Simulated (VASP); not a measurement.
A convergence study with VASP on Ni$_{3}$Si (L1_2): one setting is varied, all else stays as given below, so the limit is that of these other settings.

```
CELL_PARAMETERS angstrom
      3.51000     0.00000     0.00000
      0.00000     3.51000     0.00000
      0.00000     0.00000     3.51000
ATOMIC_POSITIONS crystal
  Si 0.00000 0.00000 0.00000
  Ni 0.00000 0.50000 0.50000
  Ni 0.50000 0.00000 0.50000
  Ni 0.50000 0.50000 0.00000
```

Level of theory: PBE GGA, VASP's PBE PAW potentials (set 64) (plane waves; VASP 6.6.1). The tightest run used: 550 eV cut-off, 18×18×18 Γ-centred mesh, first-order Methfessel-Paxton smearing of 0.10 eV, potentials Si Ni.

Question: The settings run are 1×1×1 mesh; 2×2×2 mesh; 3×3×3 mesh; 4×4×4 mesh; 5×5×5 mesh; 6×6×6 mesh; 7×7×7 mesh; 8×8×8 mesh; 9×9×9 mesh; 10×10×10 mesh; 11×11×11 mesh; 12×12×12 mesh; 13×13×13 mesh; 14×14×14 mesh; 15×15×15 mesh; 16×16×16 mesh; 17×17×17 mesh; 18×18×18 mesh. From which on does the stress (every component) stay within 0.2 GPa of the tightest run?

Answer: From 4×4×4 mesh on: it is off by 0.11 there and by no more than 0.2 in any finer run, while 3×3×3 mesh is off by 1.14.
```tsv
setting	E (eV/atom)	pressure (GPa)	irreducible k-points	difference judged (GPa)
1×1×1 mesh	-3.5932	19.47	1	20.18
2×2×2 mesh	-5.9602	-3.96	4	3.25
3×3×3 mesh	-5.8814	0.43	4	1.14
4×4×4 mesh	-5.9244	-0.60	10	0.11
5×5×5 mesh	-5.9201	-0.77	10	0.06
6×6×6 mesh	-5.9198	-0.67	20	0.04
7×7×7 mesh	-5.9217	-0.75	20	0.03
8×8×8 mesh	-5.9196	-0.69	35	0.03
9×9×9 mesh	-5.9199	-0.69	35	0.02
10×10×10 mesh	-5.9201	-0.71	56	0.00
11×11×11 mesh	-5.9199	-0.70	56	0.01
12×12×12 mesh	-5.9200	-0.69	84	0.02
13×13×13 mesh	-5.9199	-0.70	84	0.01
14×14×14 mesh	-5.9200	-0.71	120	0.00
15×15×15 mesh	-5.9200	-0.71	120	0.00
16×16×16 mesh	-5.9200	-0.70	165	0.02
17×17×17 mesh	-5.9200	-0.71	165	0.00
18×18×18 mesh	-5.9200	-0.71	220	0.00
```

Left out are rungs that failed or repeat a setting and relaxations that didn't move; long series are thinned to 24 rows.

The compound is Ni3Si in the L1_2 structure. The cell was not relaxed at this level. The run is not spin-polarised, so no magnetic state was tried.
